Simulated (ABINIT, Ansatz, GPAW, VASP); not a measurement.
Code comparison for NiAl (Pm-3m, 2 atoms in the cell)

Self-consistent single point, at a second geometry (lattice scaled by 0.98). First geometry:

```
CELL_PARAMETERS angstrom
      2.89000     0.00000     0.00000
      0.00000     2.89000     0.00000
      0.00000     0.00000     2.89000
ATOMIC_POSITIONS crystal
  Al 0.50000 0.50000 0.50000
  Ni 0.00000 0.00000 0.00000
```

Shared settings, as Ansatz (a program for electronic structure) writes them: kpoints.mp_grid.grid = 9 9 9; scf.occupations.method = gaussian; scf.occupations.width = 0.136 eV. Potentials and cutoffs stand in the table.

| code | model | ΔF from the first geometry (meV/atom) | pressure (GPa) | cutoff |
|---|---|---|---|---|
| GPAW | PBE, GPAW PAW datasets PBE (gpaw-data 1.0.1) | 29.9 | 12.85 | 850 eV |
| ABINIT | PBE, norm-conserving pseudopotentials (PseudoDojo nc-sr-05 PBE standard) | 24.7 | 11.41 | 1333 eV |
| VASP | PBE, VASP's PBE PAW potentials (set 64) | 26.1 | 11.50 | 300 eV |
| Ansatz | PBE, default PAW files | 25.3 | 11.52 | default |

On Ansatz's run: spin polarisation is off.

The spread over the programs that give each value: ΔF from the first geometry within 5.2 meV/atom; pressure within 1.44 GPa.

Ansatz's pressure is given at a fixed set of plane waves, as the other plane-wave codes print theirs; with its correction for the finite basis it is 11.58 GPa. In the pressure, GPAW (by 1.34) lies more than 1 GPa from the median of the plane-wave programs.

VASP's run is marked for a possible Pulay error in its stress at this cutoff; no cutoff test was made.

The starting cell has typed, rounded lattice constants, without a prior relaxation at this level. For this run, on top of that: lattice scaled by 0.98.

Left out of this page: Quantum ESPRESSO, CP2K, Elk, FLEUR and SIESTA (not drawn, or without a comparable value).

Keys are those of Ansatz 0.2.
